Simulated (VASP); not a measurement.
# TiGa11As12 (a cell with a defect) in VASP: further runs

One crystal, TiGa11As12 (a cell with a defect), is run at these levels: PBEsol, HSE06, PBEsol+U; tasks: single point.

Program: VASP 6.6.1. These are calculated values, not measurements. Logs are shortened: lines on timing, memory, paths and dates and some standing lists are left out, and cuts for length are marked.

### 1 The structure

The cell holds a defect, 24 atoms: a = 11.993 Å, b = 7.996 Å, c = 7.996 Å, α = 60.00°, β = 60.00°, γ = 60.00°.

### 2 Single point, PBEsol, collinear spin, ferromagnetic start

INCAR

```
PREC = Accurate ; ENCUT = 350
EDIFF = 1E-5 ; ISMEAR = 0
SIGMA = 0.03 ; LREAL = Auto
LASPH = True ; NELM = 120
ALGO = Normal ; ISIF = 2
LWAVE = False ; LCHARG = False
ISPIN = 2 ; MAGMOM = 2 0 0 0 0 0 0 0 0 0 0 0 0 0 0 0 0 0 0 0 0 0 0 0
LORBIT = 11 ; NUPDOWN = 2
LMAXMIX = 4 ; GGA = PS
NBANDS = 130 ; NELECT = 216.0
ISYM = 0 ; KPAR = 2
```

KPOINTS

```
Automatic mesh
0
Gamma
  2 2 2
```

POSCAR

```
TiGa11As12                              
1.0
    0.0000000000      8.4805500000      8.4805500000
    5.6537000000      0.0000000000      5.6537000000
    5.6537000000      5.6537000000      0.0000000000
  Ti              Ga              As            
     1    11    12
Direct
     0.9926381835577227    0.0019685736489561    0.0024657738609093
     0.0028433883730136    0.0023238777615191    0.4966099647896349
     0.0027388380141165    0.4963320272198283    0.0044235712854804
     0.0025295375034617    0.4959625439634510    0.4981723206464916
     0.3284456989479638    0.0041527165362125    0.0060427803153396
     0.3343287589517888    0.0015961291448685    0.4963909686238455
     0.3342680452194948    0.4946320526550666    0.0035992306554386
     0.3305823969556592    0.5013591372230209    0.5033091869673131
     0.6683855160588784    0.9990594942755628    0.9997331489058238
     0.6612454487341647    0.0019918804279101    0.5058397162368349
     0.6614057662082203    0.5044557918217246    0.0035164998153767
     0.6668439088165393    0.5000835707673850    0.5013472121598026
     0.0827009848401704    0.1258364375254044    0.1262106578957913
     0.0867503277638514    0.1248869366637731    0.6192766258316094
     0.0867045807368016    0.6188488035308185    0.1270733670644161
     0.0807981982700602    0.6258613076320773    0.6279807620030016
     0.4215006156148377    0.1204626895245610    0.1221328521577745
     0.4123284799576489    0.1255153374985406    0.6317615023029876
     0.4124310180017434    0.6298589957658709    0.1275039892857689
     0.4166770313797328    0.6249077107797910    0.6268760166280057
     0.7354361736070519    0.1333719400290475    0.1346125856362556
     0.7518217198484120    0.1241651680634985    0.6247775058050848
     0.7517841745172710    0.6240241432501413    0.1253740983020872
     0.7503282081213986    0.6252457342909790    0.6268736628249143
```

Potentials or basis: VASP PAW PBE potentials, release 64 (Ti_sv, Ga_d, As).

Started as:

```console
cat potpaw_PBE.64/Ti_sv/POTCAR potpaw_PBE.64/Ga_d/POTCAR potpaw_PBE.64/As/POTCAR > POTCAR
mpirun -np 4 vasp_std > vasp.out
```

OUTCAR:

```text
PREC = Accurate
   ENCUT = 350
   EDIFF = 1E-5
   ISMEAR = 0
   LREAL = Auto
   LASPH = True
   NELM = 120
   ISIF = 2
   ISPIN = 2
   LORBIT = 11
   NUPDOWN = 2
   GGA = PS
   NELECT = 216.0
   ISYM = 0

 ion  position               nearest neighbor table
   1  0.993  0.002  0.002-  13 2.50  15 2.50  14 2.50  21 2.52
   2  0.003  0.002  0.497-  13 2.42  14 2.42  22 2.46  16 2.46
   3  0.003  0.496  0.004-  13 2.42  15 2.42  23 2.46  16 2.46
   4  0.003  0.496  0.498-  14 2.42  15 2.42  16 2.46  24 2.47
   5  0.328  0.004  0.006-  13 2.41  17 2.43  18 2.44  19 2.44
   6  0.334  0.002  0.496-  14 2.42  17 2.44  18 2.46  20 2.46
[... 16 lines left out ...]
  23  0.752  0.624  0.125-   9 2.45  12 2.45   3 2.46  11 2.46
  24  0.750  0.625  0.627-  12 2.45  11 2.46  10 2.46   4 2.47

IMPORTANT INFORMATION: All symmetrisations will be switched off!
NOSYMM: (Re-)initialisation of all symmetry stuff for point group C_1.

----------------------------------------------------------------------------------------

                                     Primitive cell

  volume of cell :     542.1501

  direct lattice vectors                    reciprocal lattice vectors
     0.000000000  8.480550000  8.480550000    -0.058958440  0.058958440  0.058958440
     5.653700000  0.000000000  5.653700000     0.088437660 -0.088437660  0.088437660
     5.653700000  5.653700000  0.000000000     0.088437660  0.088437660 -0.088437660

  length of vectors
    11.993308826  7.995539218  7.995539218     0.102119014  0.153178521  0.153178521

  position of ions in fractional coordinates (direct lattice)
     0.992638184  0.001968574  0.002465774
     0.002843388  0.002323878  0.496609965
     0.002738838  0.496332027  0.004423571
     0.002529538  0.495962544  0.498172321
     0.328445699  0.004152717  0.006042780
     0.334328759  0.001596129  0.496390969
[... 16 lines left out ...]
     0.751784175  0.624024143  0.125374098
     0.750328208  0.625245734  0.626873663

  ion indices of the primitive-cell ions
   primitive index   ion index
                 1           1
                 2           2
                 3           3
                 4           4
                 5           5
                 6           6
[... 16 lines left out ...]
                23          23
                24          24

----------------------------------------------------------------------------------------

 KPOINTS: Automatic mesh

Automatic generation of k-mesh.
 Grid dimensions read from file:
 generate k-points for:    2    2    2

 Generating k-lattice:

  Cartesian coordinates                     Fractional coordinates (reciprocal lattice)
    -0.029479220  0.029479220  0.029479220     0.500000000  0.000000000  0.000000000
     0.044218830 -0.044218830  0.044218830     0.000000000  0.500000000  0.000000000
     0.044218830  0.044218830 -0.044218830     0.000000000  0.000000000  0.500000000

  Length of vectors
     0.051059507  0.076589260  0.076589260

  Shift w.r.t. Gamma in fractional coordinates (k-lattice)
     0.000000000  0.000000000  0.000000000

 Subroutine IBZKPT returns following result:
 ===========================================

 Found      8 irreducible k-points:

 Following reciprocal coordinates:
            Coordinates               Weight
  0.000000  0.000000  0.000000      1.000000
  0.500000  0.000000  0.000000      1.000000
  0.000000  0.500000  0.000000      1.000000
  0.000000  0.000000  0.500000      1.000000
  0.500000  0.000000  0.500000      1.000000
  0.500000  0.500000  0.000000      1.000000
  0.000000  0.500000  0.500000      1.000000
  0.500000  0.500000  0.500000      1.000000
   k-points           NKPTS =      8   k-points in BZ     NKDIM =      8   number of bands    NBANDS=    130
   number of dos      NEDOS =    301   number of ions     NIONS =     24
   total plane-waves  NPLWV = 200000
   dimension x,y,z NGX =    80 NGY =   50 NGZ =   50
   dimension x,y,z NGXF=   160 NGYF=  100 NGZF=  100
   ions per type =               1  11  12
   NGX,Y,Z   is equivalent  to a cutoff of  11.09, 10.40, 10.40 a.u.
   NGXF,Y,Z  is equivalent  to a cutoff of  22.18, 20.79, 20.79 a.u.
 SYSTEM =  unknown system
   PREC   = accura    normal or accurate (medium, high low for compatibility)
   ISTART =      0    job   : 0-new  1-cont  2-samecut
   ICHARG =      2    charge: 1-file 2-atom 10-const
   ISPIN  =      2    spin polarized calculation?
   LNONCOLLINEAR =      F non collinear calculations
   LSORBIT =      F    spin-orbit coupling
   LASPH  =      T    aspherical Exc in radial PAW
   ENCUT  =  350.0 eV  25.72 Ry    5.07 a.u.  18.29 12.20 12.20*2*pi/ulx,y,z
   NELM   =    120;   NELMIN=  2; NELMDL= -5     # of ELM steps
   EDIFF  = 0.1E-04   stopping-criterion for ELM
   LREAL  =      T    real-space projection
   EDIFFG = 0.1E-03   stopping-criterion for IOM
   NSW    =      0    number of steps for IOM
   IBRION =     -1    ionic relax: 0-MD 1-quasi-New 2-CG
   NFREE  =      0    steps in history (QN), initial steepest desc. (CG)
   ISIF   =      2    stress and relaxation
   ISYM   =      0    0-nonsym 1-usesym 2-fastsym
   POTIM  = 0.5000    time-step for ionic-motion
   TEBEG  =    0.0;   TEEND  =   0.0 temperature during run
   PSTRESS=    0.0 pullay stress
   NELECT =     216.0000    total number of electrons
   NUPDOWN=       2.0000    fix difference up-down
   EMIN   =  10.00;   EMAX   =-10.00  energy-range for DOS
   EFERMI =   0.00;   METHOD = LEGACY
   ISMEAR =     0;   SIGMA  =   0.03  broadening in eV -4-tet -1-fermi 0-gaus
   EFERMI_NEDOS =   21; number of points for ismear=-14 and -15
   IALGO  =     38    algorithm
   IMIX   =      4    mixing-type and parameters
     AMIX     =   0.40;   BMIX     =  1.00
     AMIX_MAG =   1.60;   BMIX_MAG =  1.00
  volume/ion in A,a.u.               =      22.59       152.44
  Fermi-wavevector in a.u.,A,eV,Ry     =   1.204628  2.276417 19.743799  1.451128
  Thomas-Fermi vector in A             =   2.340347
   LORBIT       =     11    0 simple, 1 ext, 2 COOP (PROOUT), +10 PAW based schemes
   GGA     = PS    functional components
   LHFCALC =     F    Hartree Fock is set to
   AEXX    =    0.0000 exact exchange contribution
   IVDW    =     0    specifies the selected vdW correction
   LEPSILON=     F    determine dielectric tensor
   LRPA    =     F    only Hartree local field effects (RPA)
 spin polarized calculation
 Gauss-broadening in eV      SIGMA  =   0.03
  energy-cutoff  :      350.00
  volume of cell :      542.15
 maximum number of plane-waves:      8100
 NGX is ok and might be reduce to    80
   NGX = 37   NGY = 25   NGZ = 25

 number of electron     216.0000011 magnetization       2.0000000

 Free energy of the ion-electron system (eV)
  ---------------------------------------------------
  ext. energy  EPLUGINS =         0.00000000
  ---------------------------------------------------
  free energy    TOTEN  =      -107.68012393 eV

  energy without entropy =     -107.67577987  energy(sigma->0) =     -107.67795190

 E-fermi :   3.9402     XC(G=0):  -9.8107

 val. band max:        4.8437282109   @ k =   0.5000   0.5000   0.5000
 cond. band min:       4.4382206421   @ k =   0.0000   0.0000   0.0000
 fundamental gap:     -0.4055075689
 Fermi energy:         4.8620123849

 spin component 1

 k-point     1 :       0.0000    0.0000    0.0000
  band No.  band energies     occupation
      1     -52.5921      1.00000
      2     -29.0251      1.00000
      3     -29.0190      1.00000
      4     -29.0165      1.00000
      5     -11.0168      1.00000
      6     -11.0150      1.00000
[... 112 lines left out ...]
    119       5.7316      0.00000
    120       5.7790      0.00000

 k-point     2 :       0.5000    0.0000    0.0000
  band No.  band energies     occupation
      1     -52.5922      1.00000
      2     -29.0251      1.00000
      3     -29.0191      1.00000
      4     -29.0165      1.00000
      5     -11.0172      1.00000
      6     -11.0161      1.00000
[... 734 lines left out ...]
      3     -29.0191      1.00000
      4     -29.0165      1.00000
      5     -11.0092      1.00000
      6     -11.0075      1.00000
[... 112 lines left out ...]
    119       6.7069      0.00000
    120       7.0468      0.00000
 Fermi energy:         3.9402182115

 spin component 2

 k-point     1 :       0.0000    0.0000    0.0000
  band No.  band energies     occupation
      1     -51.6411      1.00000
      2     -28.0979      1.00000
      3     -28.0518      1.00000
      4     -28.0470      1.00000
      5     -11.0102      1.00000
      6     -11.0076      1.00000
[... 112 lines left out ...]
    119       5.9664      0.00000
    120       6.1034      0.00000

 k-point     2 :       0.5000    0.0000    0.0000
  band No.  band energies     occupation
      1     -51.6413      1.00000
      2     -28.0980      1.00000
      3     -28.0518      1.00000
      4     -28.0470      1.00000
      5     -11.0103      1.00000
      6     -11.0094      1.00000
[... 734 lines left out ...]
      3     -28.0519      1.00000
      4     -28.0470      1.00000
      5     -11.0022      1.00000
      6     -11.0010      1.00000
[... 112 lines left out ...]
    119       6.7750      0.00000
    120       7.2027      0.00000
 [bands above 120 left out]

------------------------ aborting loop because EDIFF is reached ----------------------------------------

  FORCE on cell =-STRESS in cart. coord.  units (eV):
  Direction    XX          YY          ZZ          XY          YZ          ZX
  --------------------------------------------------------------------------------------
  -------------------------------------------------------------------------------------
  Total       13.6871849     13.6940703     13.7373750      1.1347256     -0.5872320      1.1340752
  in kB       40.4487573     40.4691051     40.5970804      3.3533734     -1.7354047      3.3514511
  external PRESSURE =      40.5049809 kB  Pullay stress =       0.0000000 kB

 VOLUME and BASIS-vectors are now :
 -----------------------------------------------------------------------------
  energy-cutoff  :      350.00
  volume of cell :      542.15
      direct lattice vectors                 reciprocal lattice vectors
     0.000000000  8.480550000  8.480550000    -0.058958440  0.058958440  0.058958440
     5.653700000  0.000000000  5.653700000     0.088437660 -0.088437660  0.088437660
     5.653700000  5.653700000  0.000000000     0.088437660  0.088437660 -0.088437660

 POSITION                                       TOTAL-FORCE (eV/Angst)
 -----------------------------------------------------------------------------------
      0.02507      8.43206      8.42925         0.077741     -0.055434     -0.056356
      2.82082      2.83180      0.03725         0.022299      0.010512     -0.181188
      2.83112      0.04824      2.82934         0.015720     -0.176575      0.007579
      5.62054      2.83797      2.82548         0.222889     -0.003867     -0.004384
      0.05764      2.81956      2.80888        -0.131441      0.044457      0.044097
      2.81547      5.64174      2.84432        -0.026608      0.123532      0.018691
[... 16 lines left out ...]
      4.23687      7.08437      9.90359         0.020807      0.006692     -0.050993
      7.07911      9.90735      9.89815        -0.026688     -0.036463     -0.031020
 -----------------------------------------------------------------------------------
    total drift:                                0.005498      0.000359      0.001368

  FREE ENERGIE OF THE ION-ELECTRON SYSTEM (eV)
  ---------------------------------------------------
  free  energy   TOTEN  =      -107.6801239273 eV

  energy  without entropy=     -107.6757798748  energy(sigma->0) =     -107.67795190

 total charge

# of ion       s       p       d       tot
------------------------------------------
    1        2.195   6.099   2.000  10.293
    2        0.899   0.816   9.996  11.711
    3        0.899   0.816   9.996  11.711
    4        0.898   0.809   9.996  11.702
    5        0.890   0.833   9.999  11.722
    6        0.894   0.812   9.995  11.701
[... 16 lines left out ...]
   23        1.213   1.604   0.031   2.849
   24        1.212   1.601   0.031   2.844
--------------------------------------------------
tot         26.560  34.506 112.350 173.416

 magnetization (x)

# of ion       s       p       d       tot
------------------------------------------
    1        0.013   0.011   0.990   1.014
    2        0.027   0.006   0.000   0.033
    3        0.027   0.006   0.000   0.033
    4        0.027   0.005   0.001   0.032
    5        0.014   0.005   0.001   0.021
    6        0.024   0.004   0.001   0.029
[... 16 lines left out ...]
   23        0.009   0.004   0.001   0.015
   24        0.007   0.003   0.001   0.012
--------------------------------------------------
tot          0.307   0.017   1.038   1.362
```

It took 9.6 min on 4 MPI ranks of Intel Xeon Platinum 8488C (Sapphire Rapids), shared host; peak memory 0.52 GiB.

What came out:

```
Free energy                                           : -107.6801 eV
Largest force                                         : 0.468 eV/Å
Net moment                                            : 2.00 μB per cell
Site moments                                          : Ti +1.01; Ga +0.03, +0.02, +0.01; As -0.01, +0.02, +0.01, -0.00 μB
Valence electrons inside the program's atomic spheres : Ti 10.29; Ga 11.71, 11.70, 11.72, 11.69; As 2.89, 2.85, 2.87, 2.90, 2.84
```

Forces on the atoms (eV/Å):
```
Ti   0.078 -0.055 -0.056
Ga   0.022  0.011 -0.181
Ga   0.016 -0.177  0.008
Ga   0.223 -0.004 -0.004
Ga  -0.131  0.044  0.044
Ga  -0.027  0.124  0.019
Ga  -0.026  0.019  0.128
Ga   0.024  0.016  0.014
Ga  -0.154  0.013  0.007
Ga   0.029  0.140 -0.013
Ga   0.035 -0.017  0.139
Ga  -0.001  0.021  0.021
As  -0.304 -0.251 -0.252
As   0.216  0.307 -0.250
As   0.206 -0.255  0.301
As  -0.051  0.020  0.030
As   0.072 -0.039 -0.040
As   0.000 -0.050 -0.004
As  -0.001 -0.009 -0.046
As  -0.010 -0.026 -0.025
As  -0.227  0.245  0.241
As   0.017 -0.048  0.004
As   0.021  0.007 -0.051
As  -0.027 -0.036 -0.031
```

Caveat: the k mesh is coarse (spacing up to 0.48 Å⁻¹), so the values aren't converged; the cell is charged against a uniform background, so pressure and absolute levels hang on convention; the cutoff is under 1.25 times the usual one of these potentials, so pressure, stress and relaxed cells hold a basis-set (Pulay) error; the PAW data sets were made with another functional, which shifts forces and pressure a little; the total moment is fixed, so each spin has its own Fermi level.

### 3 Single point, HSE06, collinear spin, ferromagnetic start

POSCAR is that of step 2.

INCAR.step1

```
PREC = Accurate ; ENCUT = 350
EDIFF = 1E-5 ; ISMEAR = 0
SIGMA = 0.03 ; LREAL = Auto
LASPH = True ; NELM = 70
ALGO = Normal ; ISIF = 2
LWAVE = True ; LCHARG = False
ISPIN = 2 ; MAGMOM = 2 0 0 0 0 0 0 0 0 0 0 0 0 0 0 0 0 0 0 0 0 0 0 0
LORBIT = 11 ; NUPDOWN = 2
LMAXMIX = 4 ; NBANDS = 130
NELECT = 216.0 ; ISYM = -1
TIME = 0.4 ; NKRED = 2
GGA = PE ; KPAR = 2
```

INCAR.step2

```
PREC = Accurate ; ENCUT = 350
EDIFF = 1E-4 ; ISMEAR = 0
SIGMA = 0.03 ; LREAL = Auto
LASPH = True ; NELM = 70
ALGO = Damped ; ISIF = 2
LWAVE = False ; LCHARG = False
ISPIN = 2 ; MAGMOM = 2 0 0 0 0 0 0 0 0 0 0 0 0 0 0 0 0 0 0 0 0 0 0 0
LORBIT = 11 ; NUPDOWN = 2
LMAXMIX = 4 ; GGA = PE
LHFCALC = True ; HFSCREEN = 0.2
PRECFOCK = Fast ; NBANDS = 130
NELECT = 216.0 ; ISYM = -1
TIME = 0.4 ; NKRED = 2
ISTART = 1 ; KPAR = 2
```

KPOINTS is that of step 2.

Potentials or basis: VASP PAW PBE potentials, release 64 (Ti_sv, Ga_d, As).

Started as:

```console
cat potpaw_PBE.64/Ti_sv/POTCAR potpaw_PBE.64/Ga_d/POTCAR potpaw_PBE.64/As/POTCAR > POTCAR
cp INCAR.step1 INCAR
mpirun -np 4 vasp_std > vasp.out
cp INCAR.step2 INCAR
mpirun -np 4 vasp_std > vasp.out
```

Wall time 38 min (4 MPI ranks of Intel Xeon Platinum 8488C (Sapphire Rapids), shared host); peak memory 1.1 GiB.

The run converged. Its results:

```yaml
Free_energy: -120.7496 eV
Largest_force: 0.122 eV/Å
Net_moment: 2.00 μB per cell
Site_moments: Ti +1.25; Ga +0.03, +0.02, +0.01; As -0.01, +0.01 μB
Valence_electrons_inside_the_program's_atomic_spheres: Ti 10.27; Ga 11.68, 11.67, 11.69, 11.66; As 2.96, 2.91, 2.93, 2.92, 2.90
```

Forces in eV/Å, atoms in the order of the input:
```
Ti   0.006  0.028  0.029
Ga   0.015  0.024 -0.036
Ga   0.007 -0.032  0.020
Ga   0.077  0.016  0.017
Ga  -0.080  0.005  0.005
Ga   0.010  0.069 -0.005
Ga   0.012 -0.004  0.075
Ga   0.006  0.022  0.019
Ga  -0.072  0.010  0.002
Ga   0.021  0.070 -0.005
Ga   0.028 -0.009  0.068
Ga   0.008  0.010  0.010
As  -0.078 -0.065 -0.067
As   0.032  0.063 -0.067
As   0.021 -0.072  0.053
As  -0.038  0.002  0.013
As   0.060 -0.055 -0.056
As  -0.002 -0.031 -0.003
As  -0.003 -0.010 -0.027
As  -0.013 -0.022 -0.019
As  -0.061  0.044  0.038
As   0.026 -0.019 -0.021
As   0.030 -0.017 -0.022
As  -0.012 -0.027 -0.021
```

Caveat: the k mesh is coarse (spacing up to 0.48 Å⁻¹), so the values aren't converged, least of all with exact exchange; the cell is charged against a uniform background, so pressure and absolute levels hang on convention; the cutoff is under 1.25 times the usual one of these potentials, so pressure, stress and relaxed cells hold a basis-set (Pulay) error; the PAW data sets were made with another functional, which shifts forces and pressure a little; the total moment is fixed, so each spin has its own Fermi level.

(Continued in part 2 of 2.)
